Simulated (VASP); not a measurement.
Calculation: PBE GGA with D4 dispersion, VASP's PBE PAW potentials (set 64) (plane waves; VASP).

A VASP calculation is set up with these files.

INCAR:
```
PREC  =  Accurate
SIGMA  =  0.05   ! width (eV)
LCHARG  =  .FALSE.
ENCUT  =  520   ! plane-wave cut-off (eV)
IBRION  =  2   ! conjugate gradients
LASPH  =  .TRUE.   ! aspherical one-centre terms
GGA  =  PE   ! PBE
ISIF  =  3
EDIFFG  =  -0.02
EDIFF  =  1E-6   ! SCF stop (eV)
IVDW  =  13   ! D4
ISMEAR  =  0   ! Gaussian
NELM  =  100   ! most electronic steps
LWAVE  =  .FALSE.
ALGO  =  Normal   ! blocked Davidson
LREAL  =  .FALSE.
NSW  =  60   ! most ionic steps
SYSTEM  =  BN
```

KPOINTS:
```
Automatic mesh
0
Gamma
9 9 5
0 0 0
```

**POSCAR**
```
BN
1
    1.2712383907    -2.2018496996     0.0000000000
    1.2712383907     2.2018496996     0.0000000000
    0.0000000000    -0.0000000000     4.2045073007
B N
2 2
Direct
  0.6666670000   0.3333330000   0.5002134771
  0.3333330000   0.6666670000   0.0002134771
  0.6666670000   0.3333330000   0.8747865229
  0.3333330000   0.6666670000   0.3747865229
```

POTCAR, in this order: B N (PBE.64 set). Program: vasp_std.

The resulting files:

**OSZICAR**
```
       N       E                     dE             d eps       ncg     rms          rms(c)
DAV:   1     0.509092060071E+02    0.50909E+02   -0.87147E+03   864   0.129E+03
DAV:   2    -0.341799116089E+02   -0.85089E+02   -0.80093E+02  1228   0.270E+02
DAV:   3    -0.367678607520E+02   -0.25879E+01   -0.25763E+01  1148   0.473E+01
DAV:   4    -0.367822881526E+02   -0.14427E-01   -0.14421E-01  1076   0.371E+00
DAV:   5    -0.367824594627E+02   -0.17131E-03   -0.17124E-03  1128   0.383E-01    0.952E+00
DAV:   6    -0.350013489073E+02    0.17811E+01   -0.47706E+00  1068   0.182E+01    0.459E+00
DAV:   7    -0.348562592353E+02    0.14509E+00   -0.23505E-01  1040   0.477E+00    0.273E+00
DAV:   8    -0.348264813397E+02    0.29778E-01   -0.72991E-02   948   0.255E+00    0.224E-01
DAV:   9    -0.348256803975E+02    0.80094E-03   -0.21231E-03  1112   0.486E-01    0.124E-01
DAV:  10    -0.348259194700E+02   -0.23907E-03   -0.38114E-04  1008   0.196E-01    0.259E-02
DAV:  11    -0.348259247666E+02   -0.52966E-05   -0.64873E-05  1128   0.705E-02    0.137E-02
DAV:  12    -0.348259257428E+02   -0.97619E-06   -0.91757E-06  1088   0.299E-02
   1 F= -.35782374E+02 E0= -.35782374E+02  d E =-.357824E+02
```

**OUTCAR**
```
------------------------ aborting loop because EDIFF is reached ----------------------------------------
  Edisp (eV):   -0.95645
  FORCE on cell =-STRESS in cart. coord.  units (eV):
  Direction    XX          YY          ZZ          XY          YZ          ZX
  --------------------------------------------------------------------------------------
  Total       0.00137     0.00137     0.00568     0.00000    -0.00000    -0.00000
  in kB       0.09303     0.09303     0.38643     0.00000    -0.00000    -0.00000
  external pressure =        0.19 kB  Pullay stress =        0.00 kB
  volume of cell :       23.54
      direct lattice vectors                 reciprocal lattice vectors
     1.271238391 -2.201849700  0.000000000     0.393317259 -0.227081803  0.000000000
     1.271238391  2.201849700  0.000000000     0.393317259  0.227081803  0.000000000
     0.000000000  0.000000000  4.204507301     0.000000000  0.000000000  0.237839996
  FREE ENERGIE OF THE ION-ELECTRON SYSTEM (eV)
  ---------------------------------------------------
  free  energy   TOTEN  =       -35.7823735909 eV

  energy  without entropy=      -35.7823735909  energy(sigma->0) =      -35.78237359

 reached required accuracy - stopping structural energy minimisation
```
(Selected blocks of OUTCAR.)

The compound is BN in the wurtzite structure, a metastable high-pressure form. It was relaxed first. The start is the result of an earlier pass.
